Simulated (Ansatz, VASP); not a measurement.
**C (Diamond) in two plane-wave programs**

Wanted: the spread between two codes on one cell, functional and k mesh. The cell is taken from a series of runs on this material, whose earlier steps may have relaxed, scaled, displaced or heated it; both programs get it as it stands.

Program: Ansatz 0.2.0. Level of theory: plane waves, with VASP 6.6.1 beside it; G0W0 gap at PBE0 form with 50 % exact exchange with an exact-exchange share of 0.5. Results are calculated unless marked as measured.

### Step 1. Starting point

The structure is cubic, space group Fd-3m (No. 227). Conventional cell: a = 3.567 Å, b = 3.567 Å, c = 3.567 Å, α = 90.00°, β = 90.00°, γ = 90.00°. C has 4 C at 1.54 Å nearest.

### Step 2. Ansatz: G0W0 gap, PBE0 form with 50 % exact exchange with an exact-exchange share of 0.5

Ansatz runs on its PAW soft_1 files.

Quasiparticle shifts depend on high empty states and on the cores, so they are the hardest test of two PAW sets.

Contents of input.yaml:

```yaml
crystal:
  lattice:
    - [0.0, 1.78337, 1.78337]
    - [1.78337, 0.0, 1.78337]
    - [1.78337, 1.78337, 0.0]
  atoms:
    - { symbol: C, position: [0.0, 0.0, 0.0] }
    - { symbol: C, position: [0.25, 0.25, 0.25] }
kpoints:
  mp_grid: { grid: [10, 10, 10] }
hamiltonian:
  xc: { exchange: pbe, correlation: pbe, exx: { coeff: 0.5 } }
  pseudopotentials: { kind: paw, azcp: { folder: soft_1 } }
scf:
  occupations: { method: fixed }
gw:
  n_empty_bands: 47
  ecut_chi: 150.0
  qp_bands: [v2, c2]
  qp_kpoints: band_edges
  screening: { model: contour_deformation }
```

On the command line:

```
$ ansatz run input.yaml --threads 3 --pin off --max-ram 92160MiB --backend cuda --events-out ev --progress --plain --runs-dir out --devices 1 --max-vram 13GiB
```

Numbers of over 12 decimals in the logs are rounded to 6 here.

Log:

```text
GPUs: using 1 of 1 available (devices: 1).
Engine: ansatz 0.2.0, x86_64-unknown-linux-gnu
Pseudopotentials: kind: paw
Pseudopotential: C, paw, valence charge 4, recommended cutoff 420 eV (normal), soft_1/C.paw.azcp
Functional definition: unnamed
  parameter a_1 = 0.5
  exchange = (1 - a_1)*pbe_x + a_1*exact_x
  correlation = pbe_c
davidson cushion auto → on  (no smearing: the cushion is to keep the highest requested band from converging to the state above it; pin scf.eigensolver.cushion to override)
device memory: the entry about to start is reckoned to put 0.5 GiB on a device that reports 45.9 GiB free (of which the cap on the GPU budget leaves the run 13.0 GiB)
GPU FFT provider: cuFFT
GPU libraries: cuBLAS 13.8.2, cuFFT 12.4.0, cuSOLVER 12.3.4
Crystal: 2 atoms, lattice volume = 11.344 Å³
Basis set: ecut = 420 eV, 229 PW (Γ)
Bands: 8, of which v1, the nominal top of the filled ones, is band 4 counted from 1 (3 counted from 0)
Symmetry: 48 space group operations
Space group: Fd-3m (ITA 227), of the structure as read, at distance tolerance 2.2e-5 Å
k-points: 47 of 1000
Non-local potential: C, projectors of the file, l = 0: 2, l = 1: 2, l = 2: 1
PAW form: soft (Blöchl's): semilocal exchange-correlation on the pseudo side does not see the compensation charge
PAW frozen core: C, regenerated for the run's functional, and the local potential with it (the file was generated under x = pbe(κ = 0.804, μ = 0.219515), c = pbe(β = 0.066725))
PAW one-centre angular grid: C, 110 points (default); XC on 64 Gauss nodes
Initial density: superposition of atomic densities (chi_scale 0.1, normalization cell)
Initial wavefunctions: pseudopotential atomic-orbital guess
GPU buffer pool allocated for 5832 grid points (all kernels)
GPU transforms: local potential and band sums: pruned to the plane-wave sphere, on 18×18×18
Functional: x = pbe(κ = 0.804, μ = 0.219515), c = pbe(β = 0.066725), warm-up for x = 0.5 pbe(κ = 0.804, μ = 0.219515) + 0.5 exact, c = pbe(β = 0.066725)
SCF iter   1: F=—  HF=-502.161180 eV  |F-HF|=—  |Δ(HF+E_count)|=         —  Δρ=1.39e-1  dr2=1.54e0  ethr=1.00e-1  ⟨swp⟩=3.7  Hψ=1356  notcnv=0
preconditioner: auto → none  [insulator: Δε(μ)=4.843 eV  Ē_g=19.622 eV  n_scr=0 (ndim 8)  ℏωp=31.2 eV  f_vac=0.000]
SCF iter   2: F=—  HF=-501.662914 eV  |F-HF|=—  |Δ(HF+E_count)|=   4.98e-1  Δρ=5.58e-2  dr2=2.18e-1  ethr=1.93e-2  ⟨swp⟩=2.0  Hψ=940  notcnv=0
iter 3 solved again at ethr=1.57e-5 eV; its pass at ethr=2.73e-3 eV (dr2=1.25e-3 eV) is discarded
SCF iter   3: F=-501.612153 eV  HF=-501.611604 eV  |F-HF|=5.49e-4  |Δ(HF+E_count)|=   5.13e-2  Δρ=5.60e-3  dr2=1.14e-3  ethr=1.57e-5  ⟨swp⟩=3.0  Hψ=2119  notcnv=0
SCF 1 stopped early in 3 iterations: F = -501.612153 eV  dr2 = 1.14e-3
  greatest PAW one-centre occupation: 0.646 electrons in one spin orbital (limit 2), on the C atom at site 1 (counted from 0), in its partial waves of l = 0
device memory: the entry about to start is reckoned to put 1.3 GiB on a device that reports 45.7 GiB free (of which the cap on the GPU budget leaves the run 13.0 GiB)
GPU FFT provider: cuFFT
GPU libraries: cuBLAS 13.8.2, cuFFT 12.4.0, cuSOLVER 12.3.4
Initial density: handed on by an earlier stage of this run
Initial wavefunctions: those handed on with the density
GPU buffer pool allocated for 5832 grid points (all kernels)
GPU transforms: local potential and band sums: pruned to the plane-wave sphere, on 18×18×18
Functional: x = 0.5 pbe(κ = 0.804, μ = 0.219515) + 0.5 exact, c = pbe(β = 0.066725)
Exchange kernel: α = 0.5000, full range, Wigner–Seitz truncation, v(0) = 17501.7596 eV·Å³, q-mesh 10×10×10, nearest image of the exchange supercell L = 25.22 Å, pair-density grid 12×12×12, without the augmentation charges, whose exchange is taken in its separable form by FFT convolution over the k-point mesh (sized by the pseudopotential files, 15×15×15 at the most), smooth part of the exact exchange by density-matrix convolution in up to 1.52 GiB of GPU memory as planned if the GPU has room (build and FFT work areas not counted)
Frozen-core exchange: fock
SCF iter   1: F=—  HF=-502.186608 eV  |F-HF|=—  |Δ(HF+E_count)|=         —  Δρ=2.33e-2  dr2=2.31e-2  ethr=1.43e-4  ⟨swp⟩=4.4  Hψ=1678  notcnv=0
preconditioner: auto → none  [insulator: Δε(μ)=7.807 eV  Ē_g=26.379 eV  n_scr=0 (ndim 8)  ℏωp=31.2 eV  f_vac=0.000]
SCF iter   2: F=—  HF=-502.175805 eV  |F-HF|=—  |Δ(HF+E_count)|=   1.08e-2  Δρ=1.07e-2  dr2=5.70e-3  ethr=1.43e-4  ⟨swp⟩=2.9  Hψ=1017  notcnv=0
SCF iter   3: F=—  HF=-502.190145 eV  |F-HF|=—  |Δ(HF+E_count)|=   1.43e-2  Δρ=2.72e-3  dr2=3.38e-4  ethr=4.79e-5  ⟨swp⟩=3.0  Hψ=1261  notcnv=0
SCF iter   4: F=—  HF=-502.189989 eV  |F-HF|=—  |Δ(HF+E_count)|=   1.56e-4  Δρ=1.59e-4  dr2=6.93e-5  ethr=3.11e-6  ⟨swp⟩=2.1  Hψ=946  notcnv=0
SCF iter   5: F=-502.190370 eV  HF=-502.190375 eV  |F-HF|=4.43e-6  |Δ(HF+E_count)|=   3.86e-4  Δρ=3.66e-4  dr2=9.76e-6  ethr=9.22e-9  ⟨swp⟩=4.0  Hψ=1664  notcnv=0
[...]
[... further progress lines ...]
device memory: the entry about to start is reckoned to put 0.2 GiB on a device that reports 41.3 GiB free (of which the cap on the GPU budget leaves the run 13.0 GiB)
NSCF: frozen V_eff on 1 k-points
device memory: the entry about to start is reckoned to put 0.2 GiB on a device that reports 40.3 GiB free (of which the cap on the GPU budget leaves the run 13.0 GiB)
NSCF: frozen V_eff on 1 k-points
hybrid SCF converged: 2 outer / 8 inner (+3 warm-up), last move |dexx| = 4.49e-6 eV, tail = 3.79e-7 eV
Stability not checked: this state was not tested for a lower state beside it, because the functional holds exact exchange (a hybrid, or Hartree-Fock), whose exchange loop this test does not read (fock_operator; see scf.lower_state_search)
Free energy (F): -502.190533 eV
Frozen-core exchange: fock
Harris-Foulkes:  -502.190533 eV  (|F-HF|=5.27e-10)
Internal energy: -502.190533 eV  (E = F + TS)
E sigma→0 (E₀):  -502.190533 eV
Fermi energy:    11.323512 eV
--- Per-component energies (eV) ---
  E_band       = 4.440577
  E_kinetic    = 179.289766
  E_local      = -107.560261  (includes V_loc(G=0)·N_el)
  E_nonlocal   = 43.805193
  E_hartree    = 25.930111
  E_xc         = -52.780488
  E_vxc        = -64.962229  (∫ρ·V_xc dr)
  E_exx        = -43.295817  (= α·E_x^exact, valence–valence)
  E_paw        = -199.548934  (= ΣΔE_a)
  E_vpaw       = -11.399182  (= ΣTr[D̂ρ^β])
  E_aug_tail   = 0.000042  (compensation charges beyond the density's cutoff)
  E_ewald      = -347.961363
  E_core_change = -0.068782  (= ΣΔE_core)
  E_smearing   = -0.000000  (= −TS)
  E_closure    = -0.000000  (closes the sum)
  Σ components = -502.190533   (vs F -502.190533, Δ=-5.68e-14)
--- Band table (eV; the first three rows and the last of 47) ---
  k-point 0: bands = ["-14.3361", "11.3235", "11.3235", "11.3235", "21.2124", "21.2124"]
  k-point 1: bands = ["-14.0139", "9.3753", "10.8165", "10.8165", "21.8917", "21.8917"]
  k-point 2: bands = ["-13.0534", "5.4997", "9.7747", "9.7747", "23.2261", "23.2261"]
  k-point 46: bands = ["-3.3559", "-3.3559", "1.7466", "1.7466", "25.2406", "25.2406"]
  guard bands above this table: 2 of the run's 8 bands. The solve was not asked for them (output.publish_guard_bands: true or output.eigenvalues: true publishes all)
--- G₀W₀: contour deformation, 5 samples at zero and on the imaginary axis and 2 off it, 1000 q-points, 47 empty bands' worth ---
  eigenvalues of the whole cell's RPA ε∞ on this k-mesh (on a slab, of 1 + 4πα/V) = 3.9878, 3.9878, 3.9878; static W/v taken at q = 0 is 0.250762
  bands read: the sum over 51 bands ends inside a degenerate multiplet in 3 slots, whose members it reads at an even weight; the widest, k=30: bands 51 to 52 (counted from 1) at 1/2 each
  gw.qp_kpoints: band_edges: 17 of 47 stored k-points solved, in 2 passes; an edge of the gap read off the rows below is read off those points alone
    valence top: of the k-points left out ik 7 came nearest to being solved in a further pass, in band 4 (counted from 1, as in the quasiparticle table): it holds the edge there only if its correction is more favourable than any solved in that band by at least 1.123 eV; those differ by 0.483 eV
    conduction bottom: of the k-points left out ik 28 came nearest to being solved in a further pass, in band 5 (counted from 1, as in the quasiparticle table): it holds the edge there only if its correction is more favourable than any solved in that band by at least 0.526 eV; those differ by 0.300 eV
    ik  band        ε_KS         Σx   Σc(E_QP)       V_xc       Z   E_QP_lin       E_QP  E_QP is
     0     3     11.3235   -20.2296     1.5246   -19.6066  0.8714    12.2236    12.2251  root
     0     4     11.3235   -20.2296     1.5246   -19.6066  0.8714    12.2236    12.2251  root
     0     5     21.2124    -9.9716    -4.4229   -13.8394  0.8713    20.6581    20.6574  root
     0     6     21.2124    -9.9716    -4.4229   -13.8394  0.8713    20.6581    20.6574  root
     1     3     10.8165   -20.2309     1.6039   -19.5571  0.8705    11.7449    11.7466  root
     1     4     10.8165   -20.2309     1.6039   -19.5571  0.8705    11.7449    11.7466  root
     1     5     21.8917    -9.9191    -4.5464   -13.8691  0.8696    21.2962    21.2953  root
     1     6     21.8917    -9.9191    -4.5464   -13.8691  0.8696    21.2962    21.2953  root
     2     3      9.7747   -20.3658     1.8075   -19.5506  0.8683    10.7648    10.7669  root
     2     4      9.7747   -20.3658     1.8075   -19.5506  0.8683    10.7648    10.7669  root
     2     5     23.2261    -9.6335    -4.8160   -13.7716  0.8664    22.5495    22.5482  root
     2     6     23.2261    -9.6335    -4.8160   -13.7716  0.8664    22.5495    22.5482  root
     3     3      8.8091   -20.5879     2.0214   -19.6157  0.8661     9.8558     9.8584  root
     3     4      8.8091   -20.5879     2.0214   -19.6157  0.8661     9.8558     9.8584  root
     3     5     24.1638    -9.1711    -4.9916   -13.4330  0.8655    23.4356    23.4341  root
     3     6     24.1638    -9.1711    -4.9916   -13.4330  0.8655    23.4356    23.4341  root
     4     3      8.1780   -20.7650     2.1671   -19.6837  0.8645     9.2609     9.2638  root
     4     4      8.1780   -20.7650     2.1671   -19.6837  0.8645     9.2609     9.2638  root
     4     5     24.4456    -8.7911    -5.0173   -13.0669  0.8669    23.7057    23.7041  root
     4     6     24.4456    -8.7911    -5.0173   -13.0669  0.8669    23.7057    23.7041  root
     5     3      7.9620   -20.8301     2.2175   -19.7107  0.8639     9.0571     9.0601  root
     5     4      7.9620   -20.8301     2.2175   -19.7107  0.8639     9.0571     9.0601  root
     5     5     24.4640    -8.6584    -5.0082   -12.9254  0.8678    23.7244    23.7228  root
     5     6     24.4640    -8.6584    -5.0082   -12.9254  0.8678    23.7244    23.7228  root
[...]
43     3      3.0294   -21.0687     3.0425   -19.3460  0.8504     4.3431     4.3493  root
    43     4      3.0294   -21.0687     3.0425   -19.3460  0.8504     4.3431     4.3493  root
    43     5     21.5654    -8.5445    -4.6057   -12.4110  0.8770    20.8276    20.8262  root
    43     6     21.5654    -8.5445    -4.6057   -12.4110  0.8770    20.8276    20.8262  root
    46     3      1.7466   -20.8229     3.2173   -18.9900  0.8459     3.1236     3.1310  root
    46     4      1.7466   -20.8229     3.2173   -18.9900  0.8459     3.1236     3.1310  root
    46     5     25.2406    -8.0029    -5.1175   -12.2651  0.8681    24.3876    24.3853  root
    46     6     25.2406    -8.0029    -5.1175   -12.2651  0.8681    24.3876    24.3853  root
```

(Continued in part 2 of 2.)

[Lines on the potential files, build, host, timing and source positions are cut from VASP's logs without a mark.]

[Logs are printed without paths, hosts, clocks, repeated set-up lines and the standing remarks that a program may print on its own settings, such as how far it seeks lower states.]

[Hosts, paths, dates, database ids (printed as entryN), source tags and the programs' standing remarks are cut or masked in the printed files.]
